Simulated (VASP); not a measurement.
# IrC in VASP: the effect of strain

Crystal: IrC.

```xyz
2
Lattice="0.0000 2.3104 2.3104 2.2180 0.0000 2.3104 2.2180 2.3104 0.0000" Properties=species:S:1:pos:R:3 pbc="T T T"
Ir    0.0000    0.0000    0.0000
C     3.3270    3.4656    3.4656
```

The cell was built by a generator and needn't be a form met in nature.

The cell isn't the ideal one: strain = -0.04.

Alike in all runs:

- Program: VASP 6.6.1
- Task: single point
- Functional: PBE
- Potentials or basis: VASP PAW PBE potentials, release 64 (Ir, C)
- Cutoff: 520 eV
- k mesh: 10 × 10 × 10
- Occupations: fermi-dirac, width 0.05 eV
- Spin: no spin polarisation
- Strain kind: uniaxial_x
- Further INCAR settings: ALGO = Normal; EDIFF = 1e-07; NBANDS = 14

```tsv
strain	pressure (GPa)
-0.04	14.5
-0.02	8.0
-0.01	4.9
0	2.0
0.01	-0.8
0.02	-3.4
0.04	?
```

Problem. What does the run with strain 0.04 give?

Solution. Pressure -8.4 GPa.

Worked out: A parabola through the other rows of the pressure, of slope -228 GPa per unit of strain there, extrapolates to -8.3 GPa, against the run's -8.4.
